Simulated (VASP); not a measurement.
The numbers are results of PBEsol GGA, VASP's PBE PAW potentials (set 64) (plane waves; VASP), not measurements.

VASP input:

File POSCAR:
```
Y
1
    1.7976640695    -3.1136457672     0.0000000000
    1.7976640695     3.1136457672     0.0000000000
    0.0000000000     0.0000000000     5.5927866930
Y
2
Direct
  0.3333330000   0.6666670000   0.2500000000
  0.6666670000   0.3333330000   0.7500000000
```

KPOINTS:
```
kpoints
0
gamma
  12 12 7
0 0 0
```

### INCAR
```
SYSTEM = Y
PREC = Accurate
ENCUT = 500
EDIFF = 1E-6
NELM = 100
ALGO = Normal
LREAL = .FALSE.
LASPH = .TRUE.
ISMEAR = 1
SIGMA = 0.1
GGA = PS
LMAXMIX = 4
LWAVE = .FALSE.
LCHARG = .FALSE.
IBRION = 2
ISIF = 3
NSW = 40
EDIFFG = -0.02
PSTRESS = 50
```

POTCAR, in this order: Y_sv (PBE.64 set). Program: vasp_std.

Output

OUTCAR:
```
 ion  position               nearest neighbor table
   1  0.333  0.667  0.250-   2 3.48   2 3.48   2 3.48   2 3.48   2 3.48   2 3.48
   2  0.667  0.333  0.750-   1 3.48   1 3.48   1 3.48   1 3.48   1 3.48   1 3.48
  LATTYP: Found a hexagonal cell.
 ALAT       =     3.5953283675
 C/A-ratio  =     1.5555704852
 Subroutine PRICEL returns:
 Original cell was already a primitive cell.
 Subroutine GETGRP returns: Found 24 space group operations
The static configuration has the point symmetry D_3d.
 The point group associated with its full space group is D_6h.
The dynamic configuration has the point symmetry D_3d.
 Subroutine INISYM returns: Found 24 space group operations
 Subroutine IBZKPT returns following result:
 Found     76 irreducible k-points:

 Following reciprocal coordinates:
            Coordinates               Weight
  0.000000  0.000000  0.000000      1.000000
  0.083333 -0.000000  0.000000      6.000000
  0.166667 -0.000000  0.000000      6.000000
  0.250000  0.000000  0.000000      6.000000
  0.333333 -0.000000  0.000000      6.000000
  0.416667  0.000000  0.000000      6.000000
  0.500000  0.000000  0.000000      3.000000
...
```

### OSZICAR
```
       N       E                     dE             d eps       ncg     rms          rms(c)
DAV:   1     0.860332338545E+02    0.86033E+02   -0.11441E+04  2288   0.136E+03
DAV:   2    -0.651012891612E+01   -0.92543E+02   -0.91684E+02  2792   0.281E+02
DAV:   3    -0.139279867510E+02   -0.74179E+01   -0.73284E+01  4297   0.479E+01
DAV:   4    -0.140682738577E+02   -0.14029E+00   -0.14027E+00  2514   0.763E+00
DAV:   5    -0.140721222744E+02   -0.38484E-02   -0.38484E-02  3324   0.930E-01    0.345E+01
DAV:   6    -0.137082123541E+02    0.36391E+00   -0.46072E-01  2294   0.487E+00    0.213E+01
DAV:   7    -0.136461702813E+02    0.62042E-01   -0.88942E-01  3010   0.617E+00    0.177E+00
DAV:   8    -0.136339922673E+02    0.12178E-01   -0.16775E-01  2735   0.273E+00    0.794E-01
DAV:   9    -0.136334594828E+02    0.53278E-03   -0.49624E-03  3097   0.514E-01    0.323E-01
DAV:  10    -0.136335069536E+02   -0.47471E-04   -0.13258E-03  2568   0.369E-01    0.182E-01
DAV:  11    -0.136334902073E+02    0.16746E-04   -0.83022E-05  3298   0.892E-02    0.494E-02
DAV:  12    -0.136334865560E+02    0.36513E-05   -0.13149E-05  2812   0.341E-02    0.205E-02
DAV:  13    -0.136334880204E+02   -0.14644E-05   -0.48945E-06  2567   0.237E-02    0.890E-04
DAV:  14    -0.136334881419E+02   -0.12153E-06   -0.13699E-07  1476   0.276E-03
   1 F= -.11679619E+02 E0= -.11678601E+02  d E =-.116796E+02
       N       E                     dE             d eps       ncg     rms          rms(c)
DAV:   1    -0.170738341759E+02   -0.34403E+01   -0.77225E+01  3140   0.644E+01    0.146E+01
DAV:   2    -0.139746783567E+02    0.30992E+01   -0.66605E+00  2533   0.200E+01    0.611E+00
DAV:   3    -0.132085723740E+02    0.76611E+00   -0.49124E+00  3606   0.125E+01    0.318E+00
DAV:   4    -0.133505793640E+02   -0.14201E+00   -0.42792E-01  2777   0.338E+00    0.130E+00
DAV:   5    -0.134598422642E+02   -0.10926E+00   -0.44213E-01  3627   0.230E+00    0.884E-01
DAV:   6    -0.134552498288E+02    0.45924E-02   -0.11720E-02  2893   0.660E-01    0.557E-01
DAV:   7    -0.134590898645E+02   -0.38400E-02   -0.50486E-03  2280   0.739E-01    0.123E-01
DAV:   8    -0.134589560109E+02    0.13385E-03   -0.19727E-04  3008   0.104E-01    0.748E-02
DAV:   9    -0.134590263255E+02   -0.70315E-04   -0.20772E-04  4045   0.583E-02    0.170E-02
DAV:  10    -0.134590264529E+02   -0.12747E-06   -0.23426E-06  1933   0.119E-02
   2 F= -.11770358E+02 E0= -.11770287E+02  d E =-.907390E-01
       N       E                     dE             d eps       ncg     rms          rms(c)
DAV:   1    -0.137922208278E+02   -0.33319E+00   -0.52976E+00  3242   0.167E+01    0.390E+00
DAV:   2    -0.135779905372E+02    0.21423E+00   -0.73798E-01  3017   0.598E+00    0.181E+00
DAV:   3    -0.135205222726E+02    0.57468E-01   -0.49548E-01  3599   0.382E+00    0.102E+00
DAV:   4    -0.135307246649E+02   -0.10202E-01   -0.27781E-02  2597   0.113E+00    0.500E-01
DAV:   5    -0.135404050244E+02   -0.96804E-02   -0.15152E-02  3806   0.561E-01    0.121E-01
DAV:   6    -0.135414506066E+02   -0.10456E-02   -0.24022E-03  3746   0.237E-01    0.106E-01
DAV:   7    -0.135416158350E+02   -0.16523E-03   -0.22604E-04  2393   0.129E-01    0.249E-02
DAV:   8    -0.135416203256E+02   -0.44906E-05   -0.48444E-05  3647   0.251E-02    0.109E-02
DAV:   9    -0.135416203052E+02    0.20484E-07   -0.38688E-06  2254   0.108E-02
   3 F= -.11785334E+02 E0= -.11785104E+02  d E =-.105715E+00
       N       E                     dE             d eps       ncg     rms          rms(c)
DAV:   1    -0.135461785987E+02   -0.45583E-02   -0.16349E-02  3303   0.926E-01    0.213E-01
DAV:   2    -0.135455152267E+02    0.66337E-03   -0.20346E-03  2960   0.322E-01    0.977E-02
DAV:   3    -0.135453439771E+02    0.17125E-03   -0.14088E-03  3621   0.204E-01    0.523E-02
DAV:   4    -0.135453726800E+02   -0.28703E-04   -0.88957E-05  2638   0.597E-02    0.253E-02
DAV:   5    -0.135453977225E+02   -0.25043E-04   -0.62442E-05  3761   0.330E-02    0.892E-03
DAV:   6    -0.135453987585E+02   -0.10359E-05   -0.25158E-06  2099   0.979E-03    0.530E-03
DAV:   7    -0.135453986470E+02    0.11148E-06   -0.78256E-07  1196   0.769E-03
   4 F= -.11785297E+02 E0= -.11785058E+02  d E =-.105678E+00
       N       E                     dE             d eps       ncg     rms          rms(c)
DAV:   1    -0.135470752887E+02   -0.16765E-02   -0.10493E-01  2280   0.264E+00    0.226E-01
DAV:   2    -0.135457762022E+02    0.12991E-02   -0.32602E-03  2490   0.411E-01    0.140E-01
DAV:   3    -0.135452574300E+02    0.51877E-03   -0.14988E-03  2840   0.292E-01    0.872E-02
DAV:   4    -0.135452656659E+02   -0.82359E-05   -0.47534E-05  2681   0.514E-02    0.330E-02
DAV:   5    -0.135452612105E+02    0.44554E-05   -0.16993E-05  2994   0.311E-02    0.510E-03
DAV:   6    -0.135452611421E+02    0.68419E-07   -0.54828E-07  1259   0.577E-03
   5 F= -.11785826E+02 E0= -.11785547E+02  d E =-.528737E-03
       N       E                     dE             d eps       ncg     rms          rms(c)
DAV:   1    -0.135461602164E+02   -0.89901E-03   -0.77127E-02  2280   0.226E+00    0.194E-01
DAV:   2    -0.135451966958E+02    0.96352E-03   -0.24047E-03  2483   0.352E-01    0.122E-01
DAV:   3    -0.135448147070E+02    0.38199E-03   -0.10995E-03  2861   0.249E-01    0.766E-02
DAV:   4    -0.135448210247E+02   -0.63178E-05   -0.34861E-05  2716   0.440E-02    0.285E-02
DAV:   5    -0.135448176809E+02    0.33438E-05   -0.13210E-05  3015   0.273E-02    0.436E-03
DAV:   6    -0.135448176250E+02    0.55879E-07   -0.42628E-07  1245   0.508E-03
   6 F= -.11785976E+02 E0= -.11785639E+02  d E =-.678561E-03
```

File OUTCAR:
```
------------------------ aborting loop because EDIFF is reached ----------------------------------------
  FORCE on cell =-STRESS in cart. coord.  units (eV):
  Direction    XX          YY          ZZ          XY          YZ          ZX
  --------------------------------------------------------------------------------------
  Total        1.7326153      1.7326157      1.7319934      0.0000000      0.0000000      0.0000000
  in kB       49.2544423     49.2544518     49.2367607      0.0000000      0.0000000      0.0000000
  external PRESSURE =      -0.7514484 kB  Pullay stress =      50.0000000 kB
  volume of cell :       56.36
      direct lattice vectors                 reciprocal lattice vectors
     1.730279313 -2.996931970  0.000000000     0.288970686 -0.166837287 -0.000000000
     1.730279313  2.996931970  0.000000000     0.288970686  0.166837287  0.000000000
    -0.000000000 -0.000000000  5.434307834    -0.000000000 -0.000000000  0.184016075
 POSITION                                       TOTAL-FORCE (eV/Angst)
 -----------------------------------------------------------------------------------
      1.73028      0.99898      1.35858        -0.000000      0.000000      0.000000
      1.73028     -0.99898      4.07573         0.000000     -0.000000     -0.000000
 -----------------------------------------------------------------------------------
    total drift:                               -0.000051      0.000495     -0.000010
  FREE ENERGIE OF THE ION-ELECTRON SYSTEM (eV)
  ---------------------------------------------------
  free  energy   TOTEN  =       -13.5448176250 eV

  energy  without entropy=      -13.5438082507  energy(sigma->0) =      -13.54448117
  enthalpy is  TOTEN    =       -11.7859759249 eV   P V=        1.7588417001

 reached required accuracy - stopping structural energy minimisation
```
(Selected blocks of OUTCAR.)

CONTCAR:
```
Y
   1.00000000000000
     1.7302793127907741   -2.9969319704574637    0.0000000000000000
     1.7302793127907741    2.9969319704574637    0.0000000000000000
    -0.0000000000000000   -0.0000000000000000    5.4343078341448781
  Y
     2
Direct
     0.3333330000000032    0.6666669999999968    0.2500000000000000
     0.6666669999999968    0.3333330000000032    0.7500000000000000
```

Energy and stress use the plane-wave basis of the starting cell.

The compound is Y in the hcp structure. This run relaxes it under an external pressure of 5 GPa. Symmetry was kept, so distortions that lower it aren't found.
